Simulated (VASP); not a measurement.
Here is the system:

```yaml
crystal:
  lattice:
    - [3.03358, 0.00000, 0.00000]
    - [0.00000, 3.03358, 0.00000]
    - [0.00000, 0.00000, 3.03358]
  atoms:
    - { symbol: Al, position: [0.50000, 0.50000, 0.50000] }
    - { symbol: Ru, position: [0.00000, 0.00000, 0.00000] }
```

Method: PBE GGA, VASP's PBE PAW potentials (set 64) (plane waves; VASP). Numerical set-up: 520 eV cut-off, 12×12×12 Γ-centred mesh, first-order Methfessel-Paxton smearing of 0.10 eV, potentials Al Ru_pv.

Problem. The job: RuAl (CsCl type), 2 atoms, PBE, static run, 520 eV, 12×12×12 Γ-centred mesh. Roughly how much core time does it take on a busy server core?

Solution. About 9 core-seconds (one run on a shared machine, a rough figure). It had 84 irreducible k-points, 12 bands, up to 770 plane waves and 13 electronic steps.

The compound is RuAl in the CsCl type structure. This cell is one point of a volume scan, at 1.03 of the reference volume.
